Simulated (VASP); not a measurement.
Output of a VASP run:

OSZICAR:
```
       N       E                     dE             d eps       ncg     rms          rms(c)
DAV:   1     0.116724335312E+03    0.11672E+03   -0.84967E+03   696   0.130E+03
DAV:   2    -0.477269242074E+01   -0.12150E+03   -0.11186E+03   916   0.328E+02
DAV:   3    -0.942274322420E+01   -0.46501E+01   -0.46298E+01   876   0.608E+01
DAV:   4    -0.955484701739E+01   -0.13210E+00   -0.13203E+00  1060   0.852E+00
DAV:   5    -0.955590244404E+01   -0.10554E-02   -0.10554E-02   888   0.932E-01    0.632E+00
DAV:   6    -0.831805929521E+01    0.12378E+01   -0.43501E+00   752   0.184E+01    0.382E+00
DAV:   7    -0.829188335577E+01    0.26176E-01   -0.12335E-01   948   0.313E+00    0.230E+00
DAV:   8    -0.828915956236E+01    0.27238E-02   -0.55283E-02   744   0.279E+00    0.207E-01
DAV:   9    -0.829075747472E+01   -0.15979E-02   -0.64581E-03   960   0.667E-01    0.121E-01
DAV:  10    -0.829129501394E+01   -0.53754E-03   -0.87903E-04   768   0.300E-01    0.581E-02
DAV:  11    -0.829142233768E+01   -0.12732E-03   -0.33808E-04   756   0.152E-01    0.196E-02
DAV:  12    -0.829141417573E+01    0.81620E-05   -0.58281E-05   868   0.660E-02    0.678E-03
DAV:  13    -0.829141382386E+01    0.35186E-06   -0.45485E-06   760   0.218E-02
   1 F= -.85690649E+01 E0= -.85690649E+01  d E =-.856906E+01
       N       E                     dE             d eps       ncg     rms          rms(c)
DAV:   1    -0.831258747776E+01   -0.21173E-01   -0.36387E-01   776   0.694E+00    0.104E+00
DAV:   2    -0.829635512512E+01    0.16232E-01   -0.68596E-02   784   0.258E+00    0.264E-01
DAV:   3    -0.829455453137E+01    0.18006E-02   -0.32385E-03   996   0.637E-01    0.187E-01
DAV:   4    -0.829426980572E+01    0.28473E-03   -0.11515E-03  1232   0.275E-01    0.151E-01
DAV:   5    -0.829430759272E+01   -0.37787E-04   -0.76289E-05  1100   0.632E-02    0.281E-02
DAV:   6    -0.829430997317E+01   -0.23804E-05   -0.35853E-05  1196   0.448E-02    0.566E-03
DAV:   7    -0.829430881471E+01    0.11585E-05   -0.63730E-07   596   0.879E-03    0.869E-04
DAV:   8    -0.829430883944E+01   -0.24728E-07   -0.56681E-08   436   0.290E-03
   2 F= -.85702135E+01 E0= -.85702135E+01  d E =-.114862E-02
       N       E                     dE             d eps       ncg     rms          rms(c)
DAV:   1    -0.830480184712E+01   -0.10493E-01   -0.18040E-01   784   0.488E+00    0.730E-01
DAV:   2    -0.829675862169E+01    0.80432E-02   -0.34348E-02   788   0.182E+00    0.187E-01
DAV:   3    -0.829586637245E+01    0.89225E-03   -0.16148E-03   996   0.449E-01    0.130E-01
DAV:   4    -0.829572393615E+01    0.14244E-03   -0.57547E-04  1240   0.194E-01    0.105E-01
DAV:   5    -0.829574022600E+01   -0.16290E-04   -0.37525E-05  1084   0.449E-02    0.189E-02
DAV:   6    -0.829574044540E+01   -0.21940E-06   -0.17518E-05  1204   0.314E-02    0.399E-03
DAV:   7    -0.829573957419E+01    0.87121E-06   -0.30698E-07   584   0.608E-03
   3 F= -.85704830E+01 E0= -.85704830E+01  d E =-.141810E-02
```

### OUTCAR
```
------------------------ aborting loop because EDIFF is reached ----------------------------------------
 Edisp (eV)   -0.27474
  FORCE on cell =-STRESS in cart. coord.  units (eV):
  Direction    XX          YY          ZZ          XY          YZ          ZX
  --------------------------------------------------------------------------------------
  Total       0.00609     0.00609     0.00609    -0.00000     0.00000     0.00000
  in kB       0.25003     0.25003     0.25003    -0.00000     0.00000     0.00000
  external pressure =        0.25 kB  Pullay stress =        0.00 kB
  volume of cell :       39.01
      direct lattice vectors                 reciprocal lattice vectors
     0.000000000  2.691769950  2.691769950    -0.185751386  0.185751386  0.185751386
     2.691769950 -0.000000000  2.691769950     0.185751386 -0.185751386  0.185751386
     2.691769950  2.691769950  0.000000000     0.185751386  0.185751386 -0.185751386
  FREE ENERGIE OF THE ION-ELECTRON SYSTEM (eV)
  ---------------------------------------------------
  free  energy   TOTEN  =        -8.5704829798 eV

  energy  without entropy=       -8.5704829798  energy(sigma->0) =       -8.57048298

 reached required accuracy - stopping structural energy minimisation
```
(Selected blocks of OUTCAR.)

POSCAR:
```
KF
1
    0.0000000000     2.6750000000     2.6750000000
    2.6750000000     0.0000000000     2.6750000000
    2.6750000000     2.6750000000     0.0000000000
K F
1 1
Direct
  0.0000000000   0.0000000000   0.0000000000
  0.5000000000   0.5000000000   0.5000000000
```

Problem. Reconstruct the remaining input files.

Solution. One answer among several that fit: the input of the run itself, PBE GGA with D3 dispersion (zero damping), plane waves, VASP's PBE PAW potentials (set 64).

### INCAR
```
# general
SYSTEM=KF
PREC  =Accurate
ENCUT =520   # plane-wave cut-off (eV)
LREAL =.FALSE.   # projection in real space or not
LASPH =.TRUE.

# electronic loop
EDIFF =1E-6
NELM  =100   # most electronic steps
ALGO  =Normal   # blocked Davidson

# smearing
ISMEAR=0   # Gaussian
SIGMA =0.05   # width (eV)

# functional
GGA   =PE   # PBE
IVDW  =11   # D3, zero damping

# ions
IBRION=2   # conjugate gradients
NSW   =60
ISIF  =3
EDIFFG=-0.01   # ionic stop

# output
LWAVE =.FALSE.
LCHARG=.FALSE.
```

### KPOINTS
```
Automatic mesh
0
G
  8 8 8
```

POTCAR, in this order: K_sv F (PBE.64 set). Program: vasp_std.

The compound is KF in the rock salt structure. This run relaxes it. Symmetry was kept, so distortions that lower it aren't found.
